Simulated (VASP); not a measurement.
A run of VASP 6.6.1 is set up as follows.

The input INCAR:

```
SYSTEM = Ga24CN23
ALGO     = Normal         ! electronic algorithm
AMIX     = 0.2          
AMIX_MAG = 0.8          
BMIX     = 1E-4         
BMIX_MAG = 1E-4         
EDIFF    = 1E-6           ! SCF threshold, eV
EDIFFG   = -0.025         ! ionic threshold
ENCUT    = 450            ! plane-wave cutoff, eV
GGA      = PE             ! functional
IBRION   = 2              ! ionic algorithm
ICORELEVEL= 1            
ISIF     = 2              ! what is computed and relaxed
ISMEAR   = 0              ! smearing method
ISPIN    = 2              ! spin polarisation
LASPH    = .TRUE.         ! aspherical terms in the spheres
LCHARG   = .FALSE.        ! write CHGCAR
LORBIT   = 11             ! projections on sites
LREAL    = Auto         
LUSENCCL = .FALSE.      
LWAVE    = .FALSE.        ! write WAVECAR
MAGMOM   = 0 0 0 0 0 0 0 0 0 0 0 0.2 0.2 0.2 0 0 0.2 0 0 0 0 0 0 0 0.2 0 0 0 0 0 0 0 0 0 0 0 0 0 0 0 0 0 0 0 0 0 0 0 ! initial moments
NELM     = 150            ! most SCF steps
NSW      = 70             ! ionic steps
PREC     = Normal         ! precision mode
SIGMA    = 0.01           ! smearing width, eV
```

KPOINTS

```
k-points
0
Monkhorst
  2 2 2
  0 0 0
```

File POSCAR:

```
Ga24CN23
1.0
   -3.2177240000     -5.5732640000      5.2440550000
    6.4354500000      0.0000000000      5.2440550000
   -3.2177260000      5.5732640000      5.2440550000
Ga C N
24 1 23
Direct
    0.8330620000      0.4997285000      0.6663955000
    0.6663953300      0.3330618300      0.9997288300
    0.9997286700      0.6663951700      0.3330621700
    0.6663953300      0.8330618300      0.4997288300
    0.9997286700      0.1663951700      0.8330621700
    0.1663953300      0.3330618300      0.4997288300
    0.4997286700      0.6663951700      0.8330621700
    0.8330620000      0.9997285000      0.1663955000
    0.3330620000      0.4997285000      0.1663955000
    0.3330620000      0.9997285000      0.6663955000
    0.1663953300      0.8330618300      0.9997288300
    0.4997286700      0.1663951700      0.3330621700
    0.6663953300      0.4997288300      0.3330618300
    0.4997286700      0.3330621700      0.6663951700
    0.8330620000      0.6663955000      0.9997285000
    0.4997286700      0.8330621700      0.1663951700
    0.8330620000      0.1663955000      0.4997285000
    0.9997286700      0.3330621700      0.1663951700
    0.3330620000      0.6663955000      0.4997285000
    0.6663953300      0.9997288300      0.8330618300
    0.1663953300      0.4997288300      0.8330618300
    0.1663953300      0.9997288300      0.3330618300
    0.9997286700      0.8330621700      0.6663951700
    0.3330620000      0.1663955000      0.9997285000
    0.6252713300      0.2919378300      0.4586048300
    0.4586046700      0.1252711700      0.7919381700
    0.7919380000      0.4586045000      0.1252715000
    0.4586046700      0.6252711700      0.2919381700
    0.7919380000      0.9586045000      0.6252715000
    0.9586046700      0.1252711700      0.2919381700
    0.2919380000      0.4586045000      0.6252715000
    0.6252713300      0.7919378300      0.9586048300
    0.1252713300      0.2919378300      0.9586048300
    0.1252713300      0.7919378300      0.4586048300
    0.9586046700      0.6252711700      0.7919381700
    0.2919380000      0.9586045000      0.1252715000
    0.7919380000      0.6252715000      0.4586045000
    0.6252713300      0.4586048300      0.7919378300
    0.9586046700      0.7919381700      0.1252711700
    0.6252713300      0.9586048300      0.2919378300
    0.9586046700      0.2919381700      0.6252711700
    0.1252713300      0.4586048300      0.2919378300
    0.4586046700      0.7919381700      0.6252711700
    0.7919380000      0.1252715000      0.9586045000
    0.2919380000      0.6252715000      0.9586045000
    0.2919380000      0.1252715000      0.4586045000
    0.1252713300      0.9586048300      0.7919378300
    0.4586046700      0.2919381700      0.1252711700
```

Potentials or basis: VASP PAW PBE potentials, release 64 (Ga_d, C, N).

Launch:

```sh
$ cat potpaw_PBE.64/Ga_d/POTCAR potpaw_PBE.64/C/POTCAR potpaw_PBE.64/N/POTCAR > POTCAR
$ mpirun -np 1 vasp_std > vasp.out
```

Problem. What does it give for the net moment?

Solution. 1.00 μB per cell.

Problem. What does it give for the energy gained by relaxing?

Solution. 1.2 meV/atom.

Problem. Estimate the site moments.

Solution. Ga +0.00, +0.03; C +0.15; N +0.04, +0.01, +0.03, +0.02 μB.

Forces in eV/Å, atoms in the order of the input:
```
Ga   0.000  0.000  0.013
Ga   0.007  0.003  0.009
Ga  -0.005  0.004 -0.001
Ga  -0.001 -0.008  0.009
Ga   0.006  0.002 -0.001
Ga  -0.006  0.005  0.009
Ga  -0.001 -0.006 -0.001
Ga   0.001  0.003 -0.006
Ga  -0.004  0.000 -0.006
Ga   0.002 -0.003 -0.006
Ga   0.000  0.000 -0.013
Ga   0.000  0.000  0.021
Ga  -0.017  0.013  0.005
Ga  -0.003 -0.021  0.005
Ga   0.003  0.005 -0.005
Ga  -0.002 -0.004 -0.002
Ga   0.020  0.008  0.005
Ga  -0.002  0.010  0.004
Ga  -0.008 -0.007  0.004
Ga   0.010 -0.003  0.004
Ga  -0.005  0.000 -0.005
Ga  -0.002  0.003 -0.002
Ga   0.003 -0.005 -0.005
Ga   0.004  0.000 -0.002
C    0.000  0.000  0.015
N    0.010 -0.005 -0.009
N   -0.002  0.014  0.003
N   -0.009 -0.007 -0.009
N    0.013 -0.005  0.003
N   -0.001  0.011 -0.009
N   -0.011 -0.008  0.003
N    0.010 -0.002 -0.004
N   -0.004  0.010 -0.004
N   -0.007 -0.008 -0.004
N    0.000  0.000  0.009
N    0.000  0.000 -0.013
N    0.005  0.005  0.000
N   -0.007  0.002  0.000
N    0.001  0.010 -0.005
N    0.002  0.006 -0.003
N    0.002 -0.007  0.000
N   -0.014  0.002  0.005
N    0.005 -0.013  0.005
N    0.009  0.011  0.005
N   -0.009 -0.004 -0.005
N    0.004 -0.005 -0.003
N    0.008 -0.006 -0.005
N   -0.006 -0.001 -0.003
```

Caveat: the k mesh is coarse (spacing up to 0.38 Å⁻¹), so the values aren't converged.
